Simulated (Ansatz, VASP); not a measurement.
# Al2V (Al2V in the C11b ordering) in two plane-wave programs, part 2 of 2

Aim: how closely do two programs agree when they are given the same cell, functional and k mesh? The cell is generated by rule, not measured, and may not be a known phase. The cell is taken from a series of runs on this material, whose earlier steps may have relaxed, scaled, displaced or heated it; both programs get it as it stands.

VASP 6.6.1 and Ansatz 0.2.0.

So far: Set-up; Ansatz: relaxation of cell and atoms, PBEsol, pair 1; VASP: relaxation of cell and atoms, PBEsol, pair 1; Differences.

## 5. VASP: relaxation of cell and atoms, PBEsol, pair 2

Level of this step: PBEsol, no spin polarisation; plane waves and PAW (V_sv, Al); invented cell (VASP).

The relaxed volume is the usual yardstick between codes: in a stiff, nearly cubic crystal its relative difference is about their pressure difference at one cell divided by the bulk modulus.

File INCAR:

```
SYSTEM = Al2V
PREC = Accurate
ENCUT = 500
EDIFF = 1E-07
NELM = 120
ISMEAR = 0
SIGMA = 0.1
LREAL = .FALSE.
ALGO = Normal
GGA = PS
NBANDS = 15
LASPH = .TRUE.
LORBIT = 11
LWAVE = .FALSE.
LCHARG = .FALSE.
ISIF = 3
IBRION = 2
NSW = 80
EDIFFG = -0.005
GGA_COMPAT = .FALSE.
NELMIN = 4
KPAR = 2
```

File POSCAR:

```
Al2V
1.0
    3.0374020000      0.0000000000      0.0000020000
    0.0000000000      3.0374020000      0.0000020000
    1.5186990000      1.5186990000      4.7029390000
V Al
1 2
Direct
    0.0000000000      0.0000000000      0.0000000000
    0.6606495579      0.6606495579      0.6787008842
    0.3393504421      0.3393504421      0.3212991158
```

File KPOINTS:

```
Automatic mesh
0
Gamma
10 10 10
0 0 0
```

The projector-augmented-wave data sets are V_sv and Al (PBE family, release 64).

The run is started by

```console
$ mpirun -np 2 vasp_std
```

Numbers of over 12 decimals in the logs are rounded to 6 here.

Log:

```text
[banner, memory and clock lines left out]
running    2 mpi-ranks, on    1 nodes
[...]
[... a notice as in an earlier step ...]

 LDA part: xc-table for (Slater+PW92), standard interpolation
 POSCAR, INCAR and KPOINTS ok, starting setup
[...]
entering main loop
       N       E                     dE             d eps       ncg     rms          rms(c)
DAV:   1     0.112044152642E+03    0.11204E+03   -0.88747E+03  3068   0.115E+03
DAV:   2    -0.170776170603E+02   -0.12912E+03   -0.12673E+03  3179   0.324E+02
DAV:   3    -0.205674147673E+02   -0.34898E+01   -0.33611E+01  4026   0.517E+01
DAV:   4    -0.206016967249E+02   -0.34282E-01   -0.34269E-01  3312   0.572E+00
[...]
DAV:  14    -0.179897074758E+02    0.16014E-05   -0.18703E-06  3697   0.126E-02    0.843E-03
DAV:  15    -0.179897068423E+02    0.63350E-06   -0.36040E-06  3739   0.113E-02    0.169E-03
DAV:  16    -0.179897068535E+02   -0.11229E-07   -0.66334E-08  1751   0.199E-03
   1 F= -.17989707E+02 E0= -.17979469E+02  d E =-.179897E+02
[... from here on, the cycles between the ionic steps are left out ...]
   2 F= -.17990352E+02 E0= -.17980110E+02  d E =-.645612E-03
   3 F= -.17991001E+02 E0= -.17980770E+02  d E =-.129406E-02
   4 F= -.17991184E+02 E0= -.17980976E+02  d E =-.182859E-03
   5 F= -.17991344E+02 E0= -.17981231E+02  d E =-.343004E-03
   6 F= -.17991257E+02 E0= -.17981222E+02  d E =0.873851E-04
   7 F= -.17991374E+02 E0= -.17981286E+02  d E =-.302067E-04
[...]
reached required accuracy - stopping structural energy minimisation
```

From OUTCAR (step 5):

```text
  Total        0.0017171      0.0017171      0.0108028      0.0000000     -0.0000000     -0.0000000
  in kB        0.0633438      0.0633438      0.3985108      0.0000000     -0.0000001     -0.0000001
  external PRESSURE =       0.1750662 kB  Pullay stress =       0.0000000 kB

 POSITION                                       TOTAL-FORCE (eV/Angst)
 -----------------------------------------------------------------------------------
      0.00000      0.00000      0.00000        -0.000000      0.000000     -0.000000
      3.01875      3.01875      3.24186        -0.000000     -0.000000      0.003264
      1.50938      1.50938      1.52410         0.000000      0.000000     -0.003264
 -----------------------------------------------------------------------------------
    total drift:                               -0.000000     -0.000000     -0.000000

  FREE ENERGIE OF THE ION-ELECTRON SYSTEM (eV)
  ---------------------------------------------------
  free  energy   TOTEN  =       -17.9913741203 eV

  energy  without entropy=      -17.9711987936  energy(sigma->0) =      -17.98128646

[... 2 parts as in an earlier step ...]

[... 2 further parts left out ...]
[key lines of the parts left out:]
E-fermi :   8.9707
```

## 6. Ansatz: relaxation of cell and atoms, PBEsol, pair 2

The same cell, functional, mesh and smearing now go to Ansatz, which takes its cutoff from its data sets.

The cell is taken from a series of runs on this material, whose earlier steps may have relaxed, scaled, displaced or heated it; both programs get it as it stands.

File input.yaml:

```yaml
crystal:
  lattice:
    - [3.0374022904, 0.0, 1.6059e-06]
    - [0.0, 3.0374022904, 1.6059e-06]
    - [1.5186986587, 1.5186986587, 4.7029387005]
  atoms:
    - { symbol: V, position: [0.0, 0.0, 0.0] }
    - { symbol: Al, position: [0.6606495262, 0.6606495262, 0.6787009475] }
    - { symbol: Al, position: [0.3393504738, 0.3393504738, 0.3212990525] }
kpoints:
  mp_grid: { grid: [10, 10, 10] }
hamiltonian:
  xc: pbesol
scf:
  occupations: { method: gaussian, width: 0.1 }
output:
  forces: true
  stress: true
  eigenvalues: true
  write_density: true
  write_potential: true
  elf: true
  volumetric_format: npy
relax:
  adjacent_minimum: "off"
  f_tol: 0.005
  max_steps: 80
  cell: { stress_tol: 0.05 }
```

The run is started by

```console
$ ansatz run input.yaml --threads 4 --pin off --max-ram 8192MiB --backend cpu --events-out ev --progress --plain --runs-dir out
```

Log:

```text
[...]
Crystal: 3 atoms, lattice volume = 43.388 Å³
Basis set: ecut = 420 eV, 843 PW (Γ), exchange–correlation on 48×48×72 points (8 copies of the dense FFT grid, shifted against one another)
Bands: 14, of which v1, the nominal top of the filled ones, is band 10 counted from 1 (9 counted from 0)
Symmetry: 16 space group operations
[...]
k-points: 102 of 1000
[...]
--- Relaxed structure (5 steps of the walk, 5 accepted, 1 SCFs on fresh bases) ---
[...]
cell:  # Å, volume = 43.4029 Å³
    - [3.017058, -4.216842032938321e-13, 1.595149341897745e-6]
    - [-4.2168420329458846e-13, 3.017058, 1.5951493418991756e-6]
    - [1.508526, 1.508526, 4.768171]
  atoms:
    - { symbol: V, position: [0, 0, 0] }
    - { symbol: Al, position: [0.659849, 0.659849, 0.680303] }
    - { symbol: Al, position: [0.340151, 0.340151, 0.319697] }
[key lines of the parts left out:]
SCF converged after 8 iterations
Free energy (F): -3934.553877 eV
Fermi energy:    11.055186 eV
P = ⅓ Tr σ = 0.0208 GPa (0.208 kbar)
```

## 7. Side by side

The two programs side by side:

```csv
quantity,Ansatz,VASP,difference
volume (Å³),43.40,43.43,-0.07 %
"edge a after relaxation, in the typed setting (Å)",3.017,3.019,-0.06 %
"edge c after relaxation, in the typed setting (Å)",5.224,5.222,+0.03 %
```

## 8. Ansatz: zone-centre phonons, PBEsol

Second derivatives magnify differences that forces hide, and they need a tight electronic threshold.

The cell is taken from a series of runs on this material, whose earlier steps may have relaxed, scaled, displaced or heated it; both programs get it as it stands.

File input.yaml:

```yaml
crystal:
  lattice:
    - [3.018057798, 0.0, 1.5956e-06]
    - [0.0, 3.018057798, 1.5956e-06]
    - [1.5090263798, 1.5090263798, 4.7648830954]
  atoms:
    - { symbol: V, position: [0.0, 0.0, 0.0] }
    - { symbol: Al, position: [0.6597880346, 0.6597880346, 0.6804239309] }
    - { symbol: Al, position: [0.3402119654, 0.3402119654, 0.3195760691] }
kpoints:
  mp_grid: { grid: [6, 6, 6] }
hamiltonian:
  xc: pbesol
scf:
  occupations: { method: methfessel_paxton, width: 0.2 }
output:
  eigenvalues: true
phonons:
  method: dfpt
  qmesh: [2, 2, 2]
  temperatures: { t_max: 1000, t_step: 50 }
  qpath:
    path:
      - [[0.0, 0.0, 0.0], [0.5, 0.5, 0.5], [0.5, 0.5, 0.75], [0.5, 0.0, 0.5], [0.0, 0.0, 0.0], [0.0, 0.0, 0.5], [0.44985116, 0.0, 0.72492558]]
      - [[0.55014884, 0.0, 0.27507442], [0.0, 0.0, 0.0]]
      - [[0.5, 0.5, 0.5], [0.55014884, 0.44985116, 0.5]]
      - [[0.44985116, 0.44985116, 0.94985116], [0.0, 0.0, 0.5]]
    npoints: 10
```

Log:

```text
[...]
Crystal: 3 atoms, lattice volume = 43.402 Å³
Basis set: ecut = 420 eV, 843 PW (Γ), exchange–correlation on 72×72×72 points (8 copies of the dense FFT grid, shifted against one another)
Bands: 14, of which v1, the nominal top of the filled ones, is band 10 counted from 1 (9 counted from 0)
Symmetry: 16 space group operations
k-points: 30 of 216
[...]
largest difference from the sums on the solved wave vectors: F 3.97e-2 eV, S 4.02e-5 and C_V 2.42e-5 eV/K
  zero-point energy: 0.120784 eV/cell   skipped modes (ω ≤ 0): 2277, of them read as no rigid motion or as one in doubt: 2274 (1.367e0 modes/cell left out, lowest -240.31 cm⁻¹)   left out of the sums: 1.52e-1 of the cell's modes: C_V's classical limit lies that fraction below 3 k_B per atom; for a crystal, a wire or a layer, F and S can be off by more, and a phonons.interpolated_qmesh denser along its periods is the remedy for the sampling
[key lines of the parts left out:]
SCF converged after 8 iterations
Free energy (F): -3934.522600 eV
Fermi energy:    11.023744 eV
```

## 9. VASP: zone-centre phonons, PBEsol

The same cell, functional, mesh and smearing now go to VASP, with its own data sets.

File INCAR:

```
SYSTEM = Al2V
PREC = Accurate
ENCUT = 500
EDIFF = 1E-08
NELM = 120
ISMEAR = 1
SIGMA = 0.2
LREAL = .FALSE.
ALGO = Normal
GGA = PS
NBANDS = 15
LASPH = .TRUE.
LORBIT = 11
LWAVE = .FALSE.
LCHARG = .FALSE.
ISIF = 2
IBRION = 8
GGA_COMPAT = .FALSE.
KPAR = 2
```

File POSCAR:

```
Al2V
1.0
    3.0180577980      0.0000000000      0.0000015956
    0.0000000000      3.0180577980      0.0000015956
    1.5090263798      1.5090263798      4.7648830954
V Al
1 2
Direct
    0.0000000000      0.0000000000      0.0000000000
    0.6597880346      0.6597880346      0.6804239309
    0.3402119654      0.3402119654      0.3195760691
```

File KPOINTS:

```
Automatic mesh
0
Gamma
6 6 6
0 0 0
```

The run is started by

```console
$ mpirun -np 2 vasp_std
```

Log:

```text
[... set-up lines as in an earlier step ...]
 entering main loop
       N       E                     dE             d eps       ncg     rms          rms(c)
DAV:   1     0.106548076201E+03    0.10655E+03   -0.88143E+03   908   0.115E+03
DAV:   2    -0.172616976684E+02   -0.12381E+03   -0.12146E+03   928   0.315E+02
DAV:   3    -0.204691572730E+02   -0.32075E+01   -0.30136E+01  1215   0.498E+01
DAV:   4    -0.204993394706E+02   -0.30182E-01   -0.30178E-01   970   0.547E+00
[...]
DAV:  15    -0.179602154097E+02    0.94658E-07   -0.11550E-06  1117   0.681E-03    0.145E-03
DAV:  16    -0.179602153984E+02    0.11241E-07   -0.38211E-08   970   0.142E-03    0.787E-04
DAV:  17    -0.179602154021E+02   -0.36366E-08   -0.95649E-09   515   0.926E-04
   1 F= -.17960215E+02 E0= -.17955895E+02  d E =-.129610E-01
 Linear response reoptimize wavefunctions to high precision
DAV:   1    -0.179602153990E+02    0.31237E-08   -0.25288E-09   854   0.315E-04
DAV:   2    -0.179602153990E+02   -0.54570E-11   -0.61465E-11   457   0.780E-05
 Linear response DOF=           4
 Linear response progress:
[...]
RMM:  10    -0.537623046447E-02   -0.54159E-07   -0.16711E-09  3271   0.101E-04    0.216E-05
RMM:  11    -0.537620847895E-02    0.21986E-07    0.55927E-10  3446   0.392E-05    0.992E-06
RMM:  12    -0.537620778235E-02    0.69660E-09   -0.50775E-10  3636   0.143E-05    0.187E-06
 first order change of Fermi-energy   0.25215E-04
 force on displaced ion       2 direction 1 :  -6.078  -0.000   0.019
 Linear response progress:
  Degree of freedom:   4/  4
       N       E                     dE             d eps       ncg     rms          rms(c)
RMM:   1    -0.125827753973E-01   -0.12583E-01    0.22782E-02  1858   0.118E+00
RMM:   2    -0.109525037168E-01    0.16303E-02   -0.17077E-03  1400   0.278E-01    0.213E-01
RMM:   3    -0.131924712022E-01   -0.22400E-02   -0.84648E-03  1692   0.599E-01    0.440E-01
RMM:   4    -0.109185378621E-01    0.22739E-02   -0.46436E-03  1439   0.484E-01    0.497E-02
[...]
RMM:  11    -0.109952504948E-01   -0.88031E-07   -0.22793E-10  1523   0.152E-04    0.312E-05
RMM:  12    -0.109952614593E-01   -0.10965E-07    0.28282E-10  1401   0.657E-05    0.786E-06
RMM:  13    -0.109952700320E-01   -0.85726E-08    0.12580E-09  1491   0.238E-05    0.370E-06
 first order change of Fermi-energy  -0.28558E+00
 force on displaced ion       2 direction 3 :   0.000   0.000  -6.599
 Linear response finished
```

Parts of OUTCAR (step 9):

```text
  Total        0.0495741      0.0495741     -0.0006886     -0.0000000      0.0000000      0.0000000
  in kB        1.8300316      1.8300316     -0.0254202     -0.0000000      0.0000010      0.0000010
  external PRESSURE =       1.2115476 kB  Pullay stress =       0.0000000 kB

 POSITION                                       TOTAL-FORCE (eV/Angst)
 -----------------------------------------------------------------------------------
      0.00000      0.00000      0.00000        -0.000000     -0.000000      0.000000
      3.01806      3.01806      3.24214         0.000000      0.000000     -0.060140
      1.50903      1.50903      1.52274        -0.000000     -0.000000      0.060140
 -----------------------------------------------------------------------------------
    total drift:                               -0.000000     -0.000000     -0.000000

[... 2 further parts left out ...]
```

## 10. Side by side

What differs besides the data sets and the points named for the pairs above, as far as they apply: VASP's run holds the zone centre alone. Total energies have different zeros and are not compared.

Both answers:

```csv
quantity,Ansatz,VASP,difference
optical mode 1 to 2 (cm⁻¹),280.5,282.0,-0.53 %
optical mode 3 (cm⁻¹),292.1,295.5,-1.13 %
optical mode 4 to 5 (cm⁻¹),297.1,297.4,-0.10 %
optical mode 6 (cm⁻¹),299.9,300.8,-0.30 %
```

Modes are paired by rising frequency, not by their patterns, so a pair may set unlike modes beside each other; they are those without the splitting of longitudinal modes.

## 11. Results

- difference in edge c after relaxation, in the typed setting (relaxation of cell and atoms, PBEsol, pair 1): -0.067 %
- difference in volume (relaxation of cell and atoms, PBEsol, pair 2): -0.066 %
- r.m.s. difference of the optical zone-centre modes, each program's sorted by frequency (zone-centre phonons, PBEsol): 1.7 cm⁻¹
- difference in optical mode 3 (zone-centre phonons, PBEsol): -1.1 %

The difference in edge c after relaxation, in the typed setting is -0.067 % (relaxation of cell and atoms, PBEsol, pair 1), within the 1.2 % picked in this series as the mark of a large difference, as far as the stopping tolerances let one tell. Among the rows given in per cent, the largest difference of the zone-centre phonons, PBEsol pair is in optical mode 3, -1.1 %. 1 further run of this series is not shown here. How closely two codes agree says nothing of how well the functional describes the real material.

[Lines on the potential files, build, host, timing and source positions are cut from VASP's logs without a mark.]

[Logs are printed without paths, hosts, clocks, repeated set-up lines and the standing remarks that a program may print on its own settings, such as how far it seeks lower states.]

[Hosts, paths, dates, database ids (printed as entryN), source tags and the programs' standing remarks are cut or masked in the printed files.]
